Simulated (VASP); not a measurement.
Data:

```
CELL_PARAMETERS angstrom
      0.00000     3.18494     3.18494
      3.18494     0.00000     3.18494
      3.18494     3.18494     0.00000
ATOMIC_POSITIONS crystal
  K  0.00000 0.00000 0.00000
  Cl 0.50000 0.50000 0.50000
```

Method: PBE GGA, VASP's PBE PAW potentials (set 64) (plane waves; VASP). Numerical set-up: 300 eV cut-off, 7×7×7 Γ-centred mesh, Fermi-Dirac smearing of 0.050 eV, potentials K_sv Cl.

**Question.** Give the energies of bands 6 to 11 at the high-symmetry points, in eV from the valence-band maximum.

**Answer.** 
```tsv
band	Γ	X	U	L	W
6	0.00	-0.63	-0.54	-0.99	-0.45
7	0.00	-0.22	-0.52	-0.30	-0.45
8	0.00	-0.22	-0.27	-0.30	-0.45
9	5.06	6.56	7.26	7.49	7.98
10	8.36	8.18	8.95	8.46	7.98
11	8.36	9.86	9.12	10.40	9.30
```

The gap is direct, 5.06 eV, from the valence maximum at Γ to the conduction minimum at Γ.

The structure is a typed KCl crystal (Fm-3m). The cell was not relaxed at this level.
